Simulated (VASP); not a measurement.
Given:

```
P
1.0
    1.71294     0.98897     2.92946
   -1.71294     0.98897     2.92946
    0.00000    -1.97794     2.92946
P
2
Direct
  0.23299   0.23299   0.23299
  0.76701   0.76701   0.76701
```

Calculation: LDA (Ceperley-Alder, Perdew-Zunger), VASP's LDA PAW potentials (set 64) (plane waves; VASP 6.6.1). Numerical set-up: 400 eV cut-off, 14×14×14 Γ-centred mesh, tetrahedra with Blöchl corrections, potentials P.

Question: Tabulate the total density of states (states/eV per cell) against energy (eV; zero at the valence-band maximum or, without a gap, the Fermi level).

Answer: 
```
E (eV) | DOS (states/eV)
    -9.98 | ############ 0.57
    -9.86 | ############ 0.56
    -9.62 | ######### 0.45
    -9.50 | ######### 0.42
    -9.26 | ######## 0.37
    -9.14 | ####### 0.34
    -8.90 | ###### 0.29
    -8.78 | ###### 0.28
    -8.66 | ##### 0.26
    -8.42 | ##### 0.24
    -8.30 | ####### 0.34
    -8.06 | ############## 0.69
    -7.94 | ############### 0.72
    -7.82 | ############### 0.71
    -7.58 | ############### 0.70
    -7.46 | ############## 0.69
    -7.22 | ############## 0.66
    -7.10 | ############## 0.65
    -6.86 | ############## 0.67
    -6.74 | ############### 0.70
    -6.62 | ############### 0.71
    -6.38 | ################ 0.75
    -6.26 | ################ 0.77
    -6.02 | ################# 0.83
    -5.90 | ################## 0.88
    -5.78 | #################### 0.95
    -5.54 | ###################### 1.04
    -5.42 | ##################### 1.03
    -5.18 | ##################### 1.01
    -5.06 | ##################### 0.99
    -4.82 | #################### 0.97
    -4.70 | #################### 0.96
    -4.58 | #################### 0.96
    -4.34 | #################### 0.96
    -4.22 | #################### 0.96
    -3.98 | #################### 0.97
    -3.86 | #################### 0.96
    -3.74 | #################### 0.95
    -3.50 | ################### 0.92
    -3.38 | ################### 0.92
    -3.14 | #################### 0.97
    -3.02 | ###################### 1.06
    -2.78 | ##################### 1.02
    -2.66 | ################## 0.88
    -2.54 | ################# 0.80
    -2.30 | ############### 0.71
    -2.18 | ############## 0.70
    -1.94 | ############### 0.74
    -1.82 | ################ 0.79
    -1.70 | ################ 0.79
    -1.46 | ############## 0.69
    -1.34 | ############## 0.65
    -1.10 | ############# 0.61
    -0.98 | ############# 0.61
    -0.74 | ####### 0.33
    -0.62 | ##### 0.25
    -0.50 | #### 0.20
    -0.26 | #### 0.19
    -0.14 | #### 0.19
     0.10 | ######## 0.40
     0.22 | ########### 0.54
     0.34 | ############### 0.72
     0.58 | ################### 0.94
     0.70 | ##################### 1.03
     0.94 | ####################### 1.08
     1.06 | ####################### 1.12
     1.30 | ######################### 1.19
     1.42 | ########################## 1.26
     1.54 | ############################ 1.35
     1.78 | ############################# 1.39
     1.90 | ############################ 1.36
     2.14 | ######################## 1.17
     2.26 | ###################### 1.06
     2.38 | ##################### 0.99
     2.62 | ################ 0.77
     2.74 | ################ 0.76
     2.98 | ################# 0.79
     3.10 | ################### 0.92
     3.34 | ############################ 1.35
     3.46 | ############################## 1.44
```
Within 2 eV below the Fermi level the largest weight inside VASP's projection spheres is P p, then P s.

The structure comes from a computed database's P entry (R-3m); how it stands against other phases isn't given here. It was relaxed first, which changed the volume by -8 %.
